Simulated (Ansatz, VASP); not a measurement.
# Si2Ni in two plane-wave programs, part 2 of 2

One calculation is typed for both programs; each brings its own data sets. How far apart do they land? The cell is taken from a series of runs on this material, whose earlier steps may have relaxed, scaled, displaced or heated it; both programs get it as it stands.

VASP 6.6.1 and Ansatz 0.2.0.

So far: The structure; Ansatz: zone-centre phonons, LDA.

## Step 3: VASP: zone-centre phonons, LDA

Level of this step: LDA, no spin polarisation; plane waves and PAW (Si, Ni) (VASP).

The same cell, functional (in two slightly different forms), mesh and smearing now go to VASP, with its own data sets.

Lines of VASP's logs that name or quote its potential files are left out, and so is its time.

The input, INCAR:

```
SYSTEM = Si2Ni
PREC = Accurate
ENCUT = 600
EDIFF = 1E-08
NELM = 120
ISMEAR = 1
SIGMA = 0.2
LREAL = .FALSE.
ALGO = Normal
GGA = PW92
NBANDS = 15
LASPH = .TRUE.
LORBIT = 11
LWAVE = .FALSE.
LCHARG = .FALSE.
ISIF = 2
IBRION = 8
GGA_COMPAT = .FALSE.
KPAR = 2
```

The input, POSCAR:

```
Si2Ni
1.0
    0.0000000000      2.6202008751      2.6202008751
    2.6202008751      0.0000000000      2.6202008751
    2.6202008751      2.6202008751      0.0000000000
Si Ni
2 1
Direct
    0.2500000000      0.2500000000      0.2500000000
    0.7500000000      0.7500000000      0.7500000000
    0.0000000000      0.0000000000      0.0000000000
```

The input, KPOINTS:

```
Automatic mesh
0
Gamma
16 16 16
0 0 0
```

The projector-augmented-wave data sets are Si and Ni (LDA family, release 64).

On the command line:

```
$ mpirun -np 2 vasp_std
```

Numbers of over 12 decimals in the logs are rounded to 6 here.

What it wrote:

```text
[banner, memory and clock lines left out]
running    2 mpi-ranks, on    1 nodes
 distrk:  each k-point on    1 cores,    2 groups
 distr:  one band on    1 cores,    1 groups

 POSCAR found type information on POSCAR SiNi
 POSCAR found :  2 types and       3 ions
|                                                                             |
|               ----> ADVICE to this user running VASP <----                  |
|                                                                             |
|     You enforced a specific xc type in the INCAR file but a different       |
|     [... a line on the potential file left out ...]
|     I HOPE YOU KNOW WHAT YOU ARE DOING!                                     |
|                                                                             |

 LDA part: xc-table for (Slater(with rela. corr.)+PW92), standard interpolation
 POSCAR, INCAR and KPOINTS ok, starting setup
 FFT: planning ... GRIDC
 FFT: planning ... GRID_SOFT
 FFT: planning ... GRID
 WAVECAR not read
 entering main loop
       N       E                     dE             d eps       ncg     rms          rms(c)
DAV:   1     0.739188766608E+02    0.73919E+02   -0.87591E+03  4366   0.141E+03
DAV:   2    -0.175339641034E+02   -0.91453E+02   -0.84794E+02  4595   0.252E+02
DAV:   3    -0.218763232582E+02   -0.43424E+01   -0.42647E+01  5717   0.589E+01
DAV:   4    -0.219517155467E+02   -0.75392E-01   -0.75313E-01  5176   0.724E+00
DAV:   5    -0.219536595322E+02   -0.19440E-02   -0.19438E-02  5893   0.125E+00    0.171E+01
DAV:   6    -0.253095497030E+02   -0.33559E+01   -0.38538E+01  4902   0.155E+02    0.220E+01
DAV:   7    -0.198906620191E+02    0.54189E+01   -0.12012E+01  5529   0.998E+01    0.361E+00
DAV:   8    -0.198791476679E+02    0.11514E-01   -0.14836E+00  6528   0.181E+01    0.291E+00
DAV:   9    -0.198098388147E+02    0.69309E-01   -0.24963E-01  5366   0.109E+01    0.528E-01
DAV:  10    -0.198093570168E+02    0.48180E-03   -0.85417E-03  6003   0.140E+00    0.267E-01
DAV:  11    -0.198091742895E+02    0.18273E-03   -0.51839E-04  6907   0.286E-01    0.475E-02
DAV:  12    -0.198091811862E+02   -0.68967E-05   -0.33919E-05  5845   0.966E-02    0.190E-02
DAV:  13    -0.198091778371E+02    0.33491E-05   -0.81450E-06  5951   0.797E-02    0.420E-03
DAV:  14    -0.198091779928E+02   -0.15570E-06   -0.10113E-06  5212   0.748E-03    0.262E-03
DAV:  15    -0.198091778965E+02    0.96331E-07   -0.12572E-07  6530   0.826E-03    0.586E-04
DAV:  16    -0.198091778961E+02    0.35379E-09   -0.18615E-08  3170   0.211E-03
   1 F= -.19809178E+02 E0= -.19809177E+02  d E =-.360494E-05
 Linear response reoptimize wavefunctions to high precision
DAV:   1    -0.198091778970E+02   -0.88335E-09   -0.65098E-09  5212   0.848E-04
DAV:   2    -0.198091778970E+02   -0.50022E-11   -0.88755E-11  2728   0.803E-05
 Linear response DOF=           2
 Linear response progress:
  Degree of freedom:   1/  2
       N       E                     dE             d eps       ncg     rms          rms(c)
RMM:   1    -0.212254599956E-01   -0.21225E-01    0.29504E-02 46019   0.133E+00
RMM:   2    -0.183550286174E-01    0.28704E-02   -0.73722E-04 28040   0.586E-01    0.107E-01
RMM:   3    -0.186070059709E-01   -0.25198E-03   -0.53370E-04 31588   0.171E-01    0.565E-02
RMM:   4    -0.187897293284E-01   -0.18272E-03   -0.85418E-05 29326   0.669E-02    0.882E-03
RMM:   5    -0.187811522144E-01    0.85771E-05   -0.38088E-06 32561   0.189E-02    0.517E-03
RMM:   6    -0.187669055468E-01    0.14247E-04   -0.84090E-07 33080   0.689E-03    0.952E-04
RMM:   7    -0.187735983869E-01   -0.66928E-05   -0.59089E-07 31209   0.283E-03    0.597E-04
RMM:   8    -0.187744301087E-01   -0.83172E-06    0.75242E-08 32450   0.122E-03    0.435E-04
RMM:   9    -0.187731783868E-01    0.12517E-05    0.98802E-08 31487   0.499E-04    0.690E-05
RMM:  10    -0.187732569353E-01   -0.78548E-07   -0.23681E-08 33971   0.139E-04    0.166E-05
RMM:  11    -0.187732691794E-01   -0.12244E-07   -0.51670E-09 34191   0.408E-05    0.605E-06
RMM:  12    -0.187732627421E-01    0.64373E-08    0.26274E-09 34279   0.135E-05    0.257E-06
 first order change of Fermi-energy  -0.46464E-05
 force on displaced ion       1 direction 1 : -10.817  -0.000  -0.000
 Linear response progress:
  Degree of freedom:   2/  2
       N       E                     dE             d eps       ncg     rms          rms(c)
RMM:   1    -0.193766300604E+00   -0.19377E+00   -0.10596E-01 16268   0.261E+00
RMM:   2    -0.189949074919E+00    0.38172E-02   -0.25769E-03 14807   0.668E-01    0.218E-01
RMM:   3    -0.189688500375E+00    0.26057E-03   -0.40861E-04 16626   0.158E-01    0.128E-01
RMM:   4    -0.190272905400E+00   -0.58441E-03   -0.42042E-04 17810   0.145E-01    0.815E-03
RMM:   5    -0.190233683052E+00    0.39222E-04   -0.84726E-06 18118   0.286E-02    0.502E-03
RMM:   6    -0.190230681215E+00    0.30018E-05   -0.75263E-07 16473   0.953E-03    0.372E-03
RMM:   7    -0.190223392055E+00    0.72892E-05   -0.30912E-07 17399   0.610E-03    0.721E-04
RMM:   8    -0.190217645489E+00    0.57466E-05   -0.33162E-08 18775   0.141E-03    0.294E-04
RMM:   9    -0.190215464054E+00    0.21814E-05   -0.33014E-09 18197   0.454E-04    0.472E-05
RMM:  10    -0.190215359959E+00    0.10410E-06   -0.26541E-10 19087   0.139E-04    0.233E-05
RMM:  11    -0.190215328850E+00    0.31109E-07   -0.22283E-11 19471   0.476E-05    0.932E-06
RMM:  12    -0.190215249357E+00    0.79493E-07    0.12121E-10 19163   0.188E-05    0.187E-06
RMM:  13    -0.190215266691E+00   -0.17334E-07   -0.42744E-10 19349   0.971E-06    0.545E-07
RMM:  14    -0.190215268491E+00   -0.18008E-08   -0.55045E-10 15059   0.641E-06    0.184E-07
 first order change of Fermi-energy  -0.44168E-03
 force on displaced ion       3 direction 1 : -13.511   0.000   0.000
 Linear response finished
```

OUTCAR, selected parts (step 3):

```text
ion  position               nearest neighbor table
   1  0.250  0.250  0.250-   3 2.27   3 2.27   3 2.27   3 2.27   2 2.62   2 2.62   2 2.62   2 2.62
                             2 2.62   2 2.62
   2  0.750  0.750  0.750-   3 2.27   3 2.27   3 2.27   3 2.27   1 2.62   1 2.62   1 2.62   1 2.62
                             1 2.62   1 2.62
   3  0.000  0.000  0.000-   2 2.27   2 2.27   2 2.27   1 2.27   2 2.27   1 2.27   1 2.27   1 2.27

  LATTYP: Found a face centered cubic cell.
 ALAT       =     5.2404017502

 Subroutine GETGRP returns: Found 48 space group operations
 (whereof 48 operations were pure point group operations)

The static configuration has the point symmetry O_h .

 Found    145 irreducible k-points:

   k-points           NKPTS =    145   k-points in BZ     NKDIM =    145   number of bands    NBANDS=     15

   dimension x,y,z NGX =    30 NGY =   30 NGZ =   30
   dimension x,y,z NGXF=    60 NGYF=   60 NGZF=   60

   ENCUT  =  600.0 eV  44.10 Ry    6.64 a.u.   7.40  7.40  7.40*2*pi/ulx,y,z

   NELECT =      18.0000    total number of electrons

 k-points in reciprocal lattice and weights: Automatic mesh
   0.00000000  0.00000000  0.00000000       0.000
   0.06250000  0.00000000  0.00000000       0.002
   0.12500000  0.00000000  0.00000000       0.002
   0.18750000  0.00000000  0.00000000       0.002
   0.25000000  0.00000000  0.00000000       0.002
   0.31250000  0.00000000  0.00000000       0.002
   0.37500000  0.00000000  0.00000000       0.002
   0.43750000  0.00000000  0.00000000       0.002
   0.50000000  0.00000000  0.00000000       0.001
[...]
-0.31250000  0.50000000  0.18750000       0.003
  -0.25000000  0.50000000  0.25000000       0.001

 average (electrostatic) potential at core
       1 -80.1077       2 -80.1077       3 -81.1955

  Total        2.6781213      2.6781213      2.6781213      0.0000000     -0.0000000      0.0000000
  in kB      119.2633665    119.2633665    119.2633665      0.0000000     -0.0000000      0.0000000
  external PRESSURE =     119.2633665 kB  Pullay stress =       0.0000000 kB

  energy-cutoff  :      600.00
  volume of cell :       35.98
      direct lattice vectors                 reciprocal lattice vectors
     0.000000000  2.620200875  2.620200875    -0.190825064  0.190825064  0.190825064
     2.620200875  0.000000000  2.620200875     0.190825064 -0.190825064  0.190825064
     2.620200875  2.620200875  0.000000000     0.190825064  0.190825064 -0.190825064

 POSITION                                       TOTAL-FORCE (eV/Angst)
 -----------------------------------------------------------------------------------
      1.31010      1.31010      1.31010         0.000000      0.000000     -0.000000
      3.93030      3.93030      3.93030        -0.000000     -0.000000      0.000000
      0.00000      0.00000      0.00000        -0.000000      0.000000     -0.000000
 -----------------------------------------------------------------------------------
    total drift:                                0.000000     -0.000000     -0.000000

 Eigenvectors and eigenvalues of the dynamical matrix
 ----------------------------------------------------

   1 f  =   11.380907 THz    71.508349 2PiTHz  379.626201 cm-1    47.067629 meV
             X         Y         Z           dx          dy          dz
      1.310100  1.310100  1.310100     0.571411    0.416520    0.000000
      3.930301  3.930301  3.930301    -0.571411   -0.416520   -0.000000
      0.000000  0.000000  0.000000     0.000000    0.000000    0.000000

   2 f  =   11.380907 THz    71.508349 2PiTHz  379.626201 cm-1    47.067629 meV
             X         Y         Z           dx          dy          dz
      1.310100  1.310100  1.310100     0.416520   -0.571411   -0.000000
      3.930301  3.930301  3.930301    -0.416520    0.571411    0.000000
      0.000000  0.000000  0.000000    -0.000000   -0.000000    0.000000

   3 f  =   11.380907 THz    71.508349 2PiTHz  379.626201 cm-1    47.067629 meV
             X         Y         Z           dx          dy          dz
      1.310100  1.310100  1.310100    -0.000000    0.000000   -0.707107
      3.930301  3.930301  3.930301     0.000000   -0.000000    0.707107
      0.000000  0.000000  0.000000    -0.000000   -0.000000    0.000000

   4 f  =   10.723756 THz    67.379345 2PiTHz  357.705990 cm-1    44.349870 meV
             X         Y         Z           dx          dy          dz
      1.310100  1.310100  1.310100    -0.275030   -0.423942   -0.000000
      3.930301  3.930301  3.930301    -0.275030   -0.423942   -0.000000
      0.000000  0.000000  0.000000     0.380687    0.586805    0.000000

   5 f  =   10.723756 THz    67.379345 2PiTHz  357.705990 cm-1    44.349870 meV
             X         Y         Z           dx          dy          dz
      1.310100  1.310100  1.310100     0.423942   -0.275030    0.000000
      3.930301  3.930301  3.930301     0.423942   -0.275030   -0.000000
      0.000000  0.000000  0.000000    -0.586805    0.380687    0.000000

   6 f  =   10.723756 THz    67.379345 2PiTHz  357.705990 cm-1    44.349870 meV
             X         Y         Z           dx          dy          dz
      1.310100  1.310100  1.310100     0.000000   -0.000000    0.505340
      3.930301  3.930301  3.930301     0.000000   -0.000000    0.505340
      0.000000  0.000000  0.000000     0.000000   -0.000000   -0.699473

   7 f/i=    0.002495 THz     0.015674 2PiTHz    0.083212 cm-1     0.010317 meV
             X         Y         Z           dx          dy          dz
      1.310100  1.310100  1.310100    -0.205625    0.219005   -0.392921
      3.930301  3.930301  3.930301    -0.205625    0.219005   -0.392921
      0.000000  0.000000  0.000000    -0.297111    0.316444   -0.567737

   8 f/i=    0.002495 THz     0.015674 2PiTHz    0.083212 cm-1     0.010317 meV
             X         Y         Z           dx          dy          dz
      1.310100  1.310100  1.310100    -0.425636    0.045059    0.247861
      3.930301  3.930301  3.930301    -0.425636    0.045059    0.247861
      0.000000  0.000000  0.000000    -0.615008    0.065107    0.358138

   9 f/i=    0.002495 THz     0.015674 2PiTHz    0.083212 cm-1     0.010317 meV
             X         Y         Z           dx          dy          dz
      1.310100  1.310100  1.310100    -0.145546   -0.441178   -0.169734
      3.930301  3.930301  3.930301    -0.145546   -0.441178   -0.169734
      0.000000  0.000000  0.000000    -0.210302   -0.637465   -0.245252

 ELASTIC MODULI CONTR FROM IONIC RELAXATION (kBar)
 Direction    XX          YY          ZZ          XY          YZ          ZX
 --------------------------------------------------------------------------------
 XX          -0.0000      0.0000     -0.0000      0.0000      0.0000      0.0000
 YY           0.0000     -0.0000      0.0000      0.0000     -0.0000     -0.0000
 ZZ          -0.0000      0.0000     -0.0000      0.0000     -0.0000      0.0000
 XY           0.0000      0.0000      0.0000   -531.5646      0.0000     -0.0000
 YZ           0.0000     -0.0000     -0.0000      0.0000   -531.5646      0.0000
 ZX           0.0000     -0.0000      0.0000     -0.0000      0.0000   -531.5646
 --------------------------------------------------------------------------------
```

This run has no spin polarisation, so a moment on Ni, if there is one, isn't seen.

## Step 4: Side by side

Known differences besides the potentials themselves: the data sets hold 26 valence electrons in Ansatz (on its PAW soft_1 files) and 18 in VASP; the cutoff is 420 eV in Ansatz and 600 eV in VASP; VASP's log shows a relativistic correction to its local exchange, Ansatz's none. Total energies have different zeros and are not compared.

The two programs side by side:

```
                  quantity  Ansatz   VASP  difference
optical mode 1 to 3 (cm⁻¹)   356.1  357.7     -0.44 %
optical mode 4 to 6 (cm⁻¹)   380.6  379.6     +0.26 %
```

Modes are paired by rising frequency, not by their patterns, so a pair may set unlike modes beside each other; they are those without the splitting of longitudinal modes.

## Step 5: Summary of results

| Property | Result |
| --- | --- |
| r.m.s. difference of the optical zone-centre modes, each program's sorted by frequency (zone-centre phonons, LDA) | 1.3 cm⁻¹ |

What this shows: The r.m.s. difference of the optical zone-centre modes, each program's sorted by frequency is 1.3 cm⁻¹ (zone-centre phonons, LDA). The data sets hold unlike numbers of valence electrons (26 in Ansatz and 18 in VASP), so part of the differences comes from the potentials. How closely two codes agree says nothing of how well the functional describes the real material.

[Lines on the potential files, build, host, timing and source positions are cut from VASP's logs without a mark.]

[Logs are printed without paths, hosts, clocks, repeated set-up lines and the standing remarks that a program may print on its own settings, such as how far it seeks lower states.]

[Hosts, paths, dates, database ids (printed as entryN), source tags and the programs' standing remarks are cut or masked in the printed files.]
